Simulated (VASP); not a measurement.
A VASP calculation is set up with these files.

**INCAR**
```
SYSTEM=NbSi2
PREC=Accurate; ENCUT=240; LREAL=F
LASPH=T
EDIFF=1E-03; NELM=100; ALGO=Normal
LMAXMIX=4
ISMEAR=-1; SIGMA=0.2
GGA=PS
IBRION=2; NSW=50; ISIF=3
EDIFFG=-0.01
LWAVE=F; LCHARG=F
```

POSCAR:
```
NbSi2
1
    4.8062100000     0.0000000000     0.0000000000
   -2.4031050000     4.1623000000     0.0000000000
    0.0000000000     0.0000000000     6.5863600000
Nb Si
3 6
Direct
 -0.0015530000   0.4965990000   0.1681940000
  0.5130220000   0.0074130000   0.5006760000
  0.4948450000   0.4957200000   0.8329620000
  0.8381230000   0.6800890000   0.5008530000
  0.1571920000   0.8407250000   0.8320460000
  0.3117790000   0.1652850000   0.1693620000
  0.1622770000   0.3153830000   0.4971870000
  0.8401970000   0.1589090000   0.8316490000
  0.6841190000   0.8398770000   0.1670720000
```

File KPOINTS:
```
Automatic mesh
0
Gamma
2 2 2
0 0 0
```

POTCAR, in this order: Nb_sv Si (PBE.64 set). Program: vasp_std.

Q: Write an equivalent input for Quantum ESPRESSO's pw.x.

A: One equivalent input (not run):
```
&CONTROL
  calculation = 'vc-relax'
  pseudo_dir = './pseudo'
  outdir = './out'
  tprnfor = .true.
  tstress = .true.
  nstep = 50
  forc_conv_thr = 0.00039
/
&SYSTEM
  ibrav = 0
  nat = 9
  ntyp = 2
  ecutwfc = 82
  occupations = 'smearing'
  smearing = 'fermi-dirac'
  degauss = 0.0147
  input_dft = 'pbesol'
/
&ELECTRONS
  conv_thr = 7.3e-05
  electron_maxstep = 100
/
&IONS
/
&CELL
/
ATOMIC_SPECIES
  Nb 92.906 Nb.upf
  Si 28.085 Si.upf
CELL_PARAMETERS angstrom
     4.8062100    0.0000000    0.0000000
    -2.4031050    4.1623000    0.0000000
     0.0000000    0.0000000    6.5863600
ATOMIC_POSITIONS crystal
  Nb  -0.0015530  0.4965990  0.1681940
  Nb   0.5130220  0.0074130  0.5006760
  Nb   0.4948450  0.4957200  0.8329620
  Si   0.8381230  0.6800890  0.5008530
  Si   0.1571920  0.8407250  0.8320460
  Si   0.3117790  0.1652850  0.1693620
  Si   0.1622770  0.3153830  0.4971870
  Si   0.8401970  0.1589090  0.8316490
  Si   0.6841190  0.8398770  0.1670720
K_POINTS automatic
  2 2 2 0 0 0
```
What does not carry over: the potentials are each code's own (VASP's PAW set, PseudoDojo norm-conserving files in pw.x), so ENCUT and ecutwfc are chosen apart and not converted; conv_thr bounds pw.x's estimated SCF error, while EDIFF bounds the energy change between steps; forc_conv_thr acts on force components and is met together with etot_conv_thr.

The structure comes from a computed database's NbSi2 entry, a phase known from measurement. In the starting cell atoms are displaced from their ideal sites. This run relaxes it. The k-mesh is coarse (spacing up to 0.78 per Å, 2π included), so the numbers may not be converged in it. The run is one of a series of settings (EDIFF = 1E-03, EDIFFG = -0.01, ENCUT = 240, IBRION = 2, ISIF = 3, ISMEAR = -1, NSW = 50, SIGMA = 0.2, KPOINTS 2×2×2 Γ-centred mesh against the base run), some of them coarse on purpose.
